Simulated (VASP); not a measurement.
# NbAl2N3 (P1) in VASP: relaxation of cell and atoms with PBE

Aim: the relaxation of cell and atoms of NbAl2N3 with PBE.

All numbers are computed with VASP 6.6.1; they aren't measurements. Logs are shortened: lines on timing, memory, paths and dates and some standing lists are left out, and cuts for length are marked.

## Step 1: Starting point

The typed cell holds 12 atoms: a = 2.917 Å, b = 5.762 Å, c = 7.630 Å, α = 87.59°, β = 90.14°, γ = 119.43°.

The cell was built by a generator and needn't be a form met in nature.

## Step 2: Relaxation of cell and atoms, PBE

File INCAR:

```
  PREC = Normal
  ENCUT = 520
  EDIFF = 1E-5
  ISMEAR = 0
  SIGMA = 0.15
  LREAL = Auto
  LASPH = True
  NELM = 80
  ALGO = Fast
  ISIF = 3
  LWAVE = False
  LCHARG = False
  GGA = PE
  IBRION = 2
  NSW = 110
  EDIFFG = -0.03
  ISYM = 0
  KPAR = 8
```

File KPOINTS:

```
regular mesh
0
Gamma
  9 9 3
```

File POSCAR:

```
NbAl2N3
1.0
    2.9165123200      0.0246592800     -0.0037479400
   -2.8738011800      4.9930542400      0.1220130600
   -0.0097970600      0.1784839200      7.6281578800
Al Nb N
4 2 6
Direct
    0.3565660200      0.3415450400      0.6573241400
    0.2787664400      0.8044533200      0.6139660600
    0.7540644400      0.2228519900      0.3309136800
    0.6460142200      0.6976724300      0.3232750900
    0.9324306600      0.9551001100      0.9609652000
    0.9800371100      0.4947594100      0.0081249500
    0.6020751300      0.1768126200      0.8187570300
    0.6015033700      0.6453242900      0.7924690900
    0.3546656700      0.3382698300      0.1983269000
    0.3581361800      0.8320048800      0.2065466400
    0.0559643300      0.0220045700      0.5543749600
    0.8947258600      0.4851839600      0.5270329200
```

Potentials or basis: VASP PAW PBE potentials, release 64 (Al, Nb_sv, N).

Run with:

```
cat potpaw_PBE.64/Al/POTCAR potpaw_PBE.64/Nb_sv/POTCAR potpaw_PBE.64/N/POTCAR > POTCAR
mpirun -np 8 vasp_std > vasp.out
```

OUTCAR:

```text
PREC = Normal
   ENCUT = 520
   EDIFF = 1E-5
   ISMEAR = 0
   LREAL = Auto
   LASPH = True
   NELM = 80
   ISIF = 3
   GGA = PE
   IBRION = 2
   NSW = 110
   EDIFFG = -0.03
   ISYM = 0

 ion  position               nearest neighbor table
   1  0.357  0.342  0.657-  12 1.67  11 1.82   7 1.87   8 1.89  12 2.12   7 2.26   2 2.71   2 2.79
                             3 2.95   5 2.95   3 2.99   2 3.02   4 3.05   6 3.14   2 3.18
   2  0.279  0.804  0.614-  11 1.72  12 1.78  11 2.02   8 2.08   8 2.17   7 2.49   4 2.69   1 2.71
                             4 2.77   1 2.79   3 2.95   1 3.02   5 3.14   5 3.15   1 3.18
   3  0.754  0.223  0.331-   9 1.83   9 1.88  12 2.07  10 2.22  11 2.42  11 2.43   4 2.69   6 2.76
                             4 2.89   4 2.90   2 2.95   1 2.95   1 2.99   4 3.16
   4  0.646  0.698  0.323-  10 1.64  10 2.02   9 2.09  12 2.27  12 2.44  11 2.47   2 2.69   3 2.69
                             2 2.77   3 2.89   3 2.90   6 2.98   5 3.00   1 3.05   6 3.08   3 3.16
   5  0.932  0.955  0.961-   7 2.02   8 2.07   7 2.20  10 2.36   6 2.73   6 2.75   1 2.95   4 3.00
                             2 3.14   2 3.15
   6  0.980  0.495  0.008-   9 2.13   7 2.21   9 2.23   8 2.26  10 2.33   8 2.34   5 2.73   5 2.75
                             3 2.76   4 2.98   4 3.08   1 3.14
   7  0.602  0.177  0.819-   1 1.87   5 2.02   5 2.20   6 2.21   1 2.26   2 2.49
   8  0.602  0.645  0.792-   1 1.89   5 2.07   2 2.08   2 2.17   6 2.26   6 2.34
   9  0.355  0.338  0.198-   3 1.83   3 1.88   4 2.09   6 2.13   6 2.23
  10  0.358  0.832  0.207-   4 1.64   4 2.02   3 2.22   6 2.33   5 2.36
  11  0.056  0.022  0.554-   2 1.72   1 1.82   2 2.02   3 2.42   3 2.43   4 2.47
  12  0.895  0.485  0.527-   1 1.67   2 1.78   3 2.07   1 2.12   4 2.27   4 2.44

IMPORTANT INFORMATION: All symmetrisations will be switched off!
NOSYMM: (Re-)initialisation of all symmetry stuff for point group C_1.

----------------------------------------------------------------------------------------

                                     Primitive cell

  volume of cell :     111.5623

  direct lattice vectors                    reciprocal lattice vectors
     2.916512320  0.024659280 -0.003747940     0.341208629  0.196487598 -0.004159200
    -2.873801180  4.993054240  0.122013060    -0.001692093  0.199418390 -0.004668172
    -0.009797060  0.178483920  7.628157880     0.000194711 -0.003093175  0.131165873

  length of vectors
     2.916618974  5.762309524  7.630251971     0.393761353  0.199480198  0.131202485

  position of ions in fractional coordinates (direct lattice)
     0.356566020  0.341545040  0.657324140
     0.278766440  0.804453320  0.613966060
     0.754064440  0.222851990  0.330913680
     0.646014220  0.697672430  0.323275090
     0.932430660  0.955100110  0.960965200
     0.980037110  0.494759410  0.008124950
     0.602075130  0.176812620  0.818757030
     0.601503370  0.645324290  0.792469090
     0.354665670  0.338269830  0.198326900
     0.358136180  0.832004880  0.206546640
     0.055964330  0.022004570  0.554374960
     0.894725860  0.485183960  0.527032920

  ion indices of the primitive-cell ions
   primitive index   ion index
                 1           1
                 2           2
                 3           3
                 4           4
                 5           5
                 6           6
                 7           7
                 8           8
                 9           9
                10          10
                11          11
                12          12

----------------------------------------------------------------------------------------

 KPOINTS: regular mesh

Automatic generation of k-mesh.
 Grid dimensions read from file:
 generate k-points for:    9    9    3

 Generating k-lattice:

  Cartesian coordinates                     Fractional coordinates (reciprocal lattice)
     0.037912070  0.021831955 -0.000462133     0.111111111  0.000000000  0.000000000
    -0.000188010  0.022157599 -0.000518686    -0.000000000  0.111111111  0.000000000
     0.000064904 -0.001031058  0.043721958     0.000000000  0.000000000  0.333333333

  Length of vectors
     0.043751261  0.022164466  0.043734162

  Shift w.r.t. Gamma in fractional coordinates (k-lattice)
     0.000000000  0.000000000  0.000000000

 Subroutine IBZKPT returns following result:
 ===========================================

 Found    122 irreducible k-points:

 Following reciprocal coordinates:
            Coordinates               Weight
  0.000000  0.000000  0.000000      1.000000
  0.111111  0.000000  0.000000      2.000000
  0.222222  0.000000  0.000000      2.000000
  0.333333  0.000000  0.000000      2.000000
  0.444444  0.000000  0.000000      2.000000
  0.000000  0.111111 -0.000000      2.000000
[... 16 lines left out ...]
 -0.111111  0.222222 -0.000000      2.000000
 -0.000000  0.333333  0.000000      2.000000
 [... further k-points ...]
   k-points           NKPTS =    122   k-points in BZ     NKDIM =    122   number of bands    NBANDS=     41
   number of dos      NEDOS =    301   number of ions     NIONS =     12
   total plane-waves  NPLWV =  24576
   dimension x,y,z NGX =    16 NGY =   32 NGZ =   48
   dimension x,y,z NGXF=    32 NGYF=   64 NGZF=   96
   ions per type =               4   2   6
   NGX,Y,Z   is equivalent  to a cutoff of   9.12,  9.23, 10.46 a.u.
   NGXF,Y,Z  is equivalent  to a cutoff of  18.24, 18.46, 20.92 a.u.
 SYSTEM =  unknown system
   PREC   = normal    normal or accurate (medium, high low for compatibility)
   ISTART =      0    job   : 0-new  1-cont  2-samecut
   ICHARG =      2    charge: 1-file 2-atom 10-const
   ISPIN  =      1    spin polarized calculation?
   LNONCOLLINEAR =      F non collinear calculations
   LSORBIT =      F    spin-orbit coupling
   LASPH  =      T    aspherical Exc in radial PAW
   ENCUT  =  520.0 eV  38.22 Ry    6.18 a.u.   5.42 10.71 14.19*2*pi/ulx,y,z
   NELM   =     80;   NELMIN=  2; NELMDL= -5     # of ELM steps
   EDIFF  = 0.1E-04   stopping-criterion for ELM
   LREAL  =      T    real-space projection
   EDIFFG = -.3E-01   stopping-criterion for IOM
   NSW    =    110    number of steps for IOM
   IBRION =      2    ionic relax: 0-MD 1-quasi-New 2-CG
   NFREE  =      1    steps in history (QN), initial steepest desc. (CG)
   ISIF   =      3    stress and relaxation
   ISYM   =      0    0-nonsym 1-usesym 2-fastsym
   POTIM  = 0.5000    time-step for ionic-motion
   TEBEG  =    0.0;   TEEND  =   0.0 temperature during run
   PSTRESS=    0.0 pullay stress
   NELECT =      68.0000    total number of electrons
   NUPDOWN=      -1.0000    fix difference up-down
   EMIN   =  10.00;   EMAX   =-10.00  energy-range for DOS
   EFERMI =   0.00;   METHOD = LEGACY
   ISMEAR =     0;   SIGMA  =   0.15  broadening in eV -4-tet -1-fermi 0-gaus
   EFERMI_NEDOS =   21; number of points for ismear=-14 and -15
   IALGO  =     68    algorithm
   IMIX   =      4    mixing-type and parameters
     AMIX     =   0.40;   BMIX     =  1.00
     AMIX_MAG =   1.60;   BMIX_MAG =  1.00
  volume/ion in A,a.u.               =       9.30        62.74
  Fermi-wavevector in a.u.,A,eV,Ry     =   1.388051  2.623035 26.214131  1.926684
  Thomas-Fermi vector in A             =   2.512213
   LORBIT       =      0    0 simple, 1 ext, 2 COOP (PROOUT), +10 PAW based schemes
   GGA     = PE    functional components
   LHFCALC =     F    Hartree Fock is set to
   AEXX    =    0.0000 exact exchange contribution
   IVDW    =     0    specifies the selected vdW correction
   LEPSILON=     F    determine dielectric tensor
   LRPA    =     F    only Hartree local field effects (RPA)
 conjugate gradient relaxation of ions
 non-spin polarized calculation
 RMM-DIIS sequential band-by-band and
 Gauss-broadening in eV      SIGMA  =   0.15
  energy-cutoff  :      520.00
  volume of cell :      111.56
 maximum number of plane-waves:      3026
   NGX = 11   NGY = 21   NGZ = 29

--------------------------------------- Ionic step        1  -------------------------------------------

 number of electron      68.0000001 magnetization

 Free energy of the ion-electron system (eV)
  ---------------------------------------------------
  ext. energy  EPLUGINS =         0.00000000
  ---------------------------------------------------
  free energy    TOTEN  =       -92.97760702 eV

  energy without entropy =      -92.96399324  energy(sigma->0) =      -92.97080013

------------------------ aborting loop because EDIFF is reached ----------------------------------------

  FORCE on cell =-STRESS in cart. coord.  units (eV):
  Direction    XX          YY          ZZ          XY          YZ          ZX
  --------------------------------------------------------------------------------------
  -------------------------------------------------------------------------------------
  Total       16.1297225     20.7068208     13.5051221     -1.0783608     -5.7974863     -1.3154627
  in kB      231.6433898    297.3763606    193.9507811    -15.4866367    -83.2592985    -18.8917227
  external PRESSURE =     240.9901772 kB  Pullay stress =       0.0000000 kB
[... 31 lines left out ...]
  energy  without entropy=      -92.9639932431  energy(sigma->0) =      -92.97080013

--------------------------------------- Ionic step        2  -------------------------------------------

 number of electron      68.0000002 magnetization

 E-fermi :   9.2361     XC(G=0): -11.5979

 val. band max:        9.1950904293   @ k =   0.1111  -0.1111   0.3333
 cond. band min:       9.2999917308   @ k =   0.1111   0.3333   0.3333
 fundamental gap:      0.1049013014
 Fermi energy:         9.2361093668

 k-point     1 :       0.0000    0.0000    0.0000
  band No.  band energies     occupation
      1     -46.6308      2.00000
      2     -46.4770      2.00000
      3     -23.0126      2.00000
      4     -22.7044      2.00000
      5     -22.5177      2.00000
      6     -22.4895      2.00000
[... 1132 lines left out ...]
  FREE ENERGIE OF THE ION-ELECTRON SYSTEM (eV)
  ---------------------------------------------------
  free  energy   TOTEN  =       -96.7482176513 eV

  energy  without entropy=      -96.7375334467  energy(sigma->0) =      -96.74287555

[... ionic steps 4 to 17 ...]

--------------------------------------- Ionic step       18  -------------------------------------------

 number of electron      67.9999997 magnetization

------------------------ aborting loop because EDIFF is reached ----------------------------------------

  FORCE on cell =-STRESS in cart. coord.  units (eV):
  Direction    XX          YY          ZZ          XY          YZ          ZX
  --------------------------------------------------------------------------------------
  -------------------------------------------------------------------------------------
  Total       -0.0118176      0.0660707      0.0716147     -0.0083385      0.0356989     -0.0033793
  in kB       -0.1707478      0.9546273      1.0347303     -0.1204793      0.5157986     -0.0488255
  external PRESSURE =       0.6062033 kB  Pullay stress =       0.0000000 kB
[... 77 lines left out ...]
  energy  without entropy=      -98.8411870248  energy(sigma->0) =      -98.84458239

--------------------------------------- Ionic step       20  -------------------------------------------

 number of electron      67.9999997 magnetization

 Free energy of the ion-electron system (eV)
  ---------------------------------------------------
  ext. energy  EPLUGINS =         0.00000000
  ---------------------------------------------------
  free energy    TOTEN  =       -98.84825018 eV

  energy without entropy =      -98.84143271  energy(sigma->0) =      -98.84484145

 E-fermi :  11.6667     XC(G=0): -12.6018

 val. band max:       11.5445805179   @ k =   0.3333  -0.2222   0.3333
 cond. band min:      11.7667704800   @ k =   0.2222  -0.2222   0.3333
 fundamental gap:      0.2221899621
 Fermi energy:        11.6666884569

 k-point     1 :       0.0000    0.0000    0.0000
  band No.  band energies     occupation
      1     -43.9352      2.00000
      2     -43.7312      2.00000
      3     -20.6776      2.00000
      4     -20.1503      2.00000
      5     -19.8378      2.00000
      6     -19.7035      2.00000
[... 1086 lines left out ...]
  FREE ENERGIE OF THE ION-ELECTRON SYSTEM (eV)
  ---------------------------------------------------
  free  energy   TOTEN  =       -98.8482501844 eV

  energy  without entropy=      -98.8414327070  energy(sigma->0) =      -98.84484145

 reached required accuracy - stopping structural energy minimisation
```

Wall time 12 min (8 MPI ranks of Intel Xeon Platinum 8488C (Sapphire Rapids), shared host); peak memory 0.42 GiB.

Results:

| Quantity | Value |
| --- | --- |
| Free energy | -98.8483 eV |
| Relaxed volume | 9.24 Å³/atom |
| Relaxed cell | a = 2.900 Å, b = 5.821 Å, c = 7.578 Å, α = 89.85°, β = 90.00°, γ = 119.88° |
| Space group after relaxing (to 0.05 Å) | P2_1/m (No. 11) |
| Energy gained by relaxing | 489.2 meV/atom |
| Ionic steps | 20 |
| Pressure after relaxing | 0.0 GPa |
| Largest force after relaxing | 0.022 eV/Å |
| Band gap on the k mesh | 0.22 eV, indirect (least direct gap 0.38 eV) |

Forces in eV/Å, atoms in the order of the input:
```
Al   0.003  0.006  0.010
Al   0.002  0.000 -0.003
Al  -0.011  0.001  0.013
Al   0.002 -0.012  0.008
Nb   0.002  0.001 -0.016
Nb   0.010 -0.001 -0.019
N    0.003  0.003  0.006
N   -0.002 -0.001  0.002
N   -0.006  0.000 -0.004
N   -0.014 -0.007  0.001
N    0.006  0.003  0.009
N    0.005  0.007 -0.006
```

Step by step:
```
step  energy change (eV)  largest force (eV/Å)  pressure (GPa)  volume (Å³)
   1              0.0000                8.5195           24.10       111.56
   2             -1.9968                2.4767          -30.49       135.60
   3             -3.7706                2.6690          -15.03       123.14
   4             -5.1132                1.4249            3.95       111.90
   5             -5.1132                1.4197            4.12       111.83
   6             -5.5123                1.0670           -0.24       112.35
   7             -5.5419                1.4464           -1.25       112.54
   8             -5.7494                1.1113           -0.92       111.66
   9             -5.7499                1.0756           -1.00       111.71
  10             -5.8317                0.4007            1.23       110.58
  11             -5.8318                0.4132            1.32       110.54
  12             -5.8545                0.2055           -1.11       111.44
  13             -5.8545                0.2069           -1.13       111.43
  14             -5.8652                0.1296            0.40       110.78
  15             -5.8655                0.1362            0.67       110.66
  16             -5.8695                0.0776           -0.20       111.00
  17             -5.8695                0.0758           -0.17       110.98
  18             -5.8704                0.0441            0.06       110.89
  19             -5.8704                0.0443            0.06       110.89
  20             -5.8706                0.0220           -0.01       110.92
```

Final structure:
```
Al Nb N
1.0
     2.90018    0.00063   -0.00015
    -2.90061    5.04635    0.00614
    -0.00003    0.01324    7.57780
Al Nb N
4 2 6
Direct
  0.31605 0.33316 0.65583
  0.31849 0.83561 0.65339
  0.65314 0.16941 0.34260
  0.65053 0.66726 0.34537
  0.96997 0.98668 0.99835
  0.99917 0.51605 0.00047
  0.65183 0.16875 0.80812
  0.64933 0.66618 0.79956
  0.31764 0.33396 0.19058
  0.32037 0.83659 0.19918
  0.98598 0.00289 0.50048
  0.98247 0.49945 0.49815
```

Caveat: an odd mesh through Γ misses points on the zone boundary, where band edges often lie.
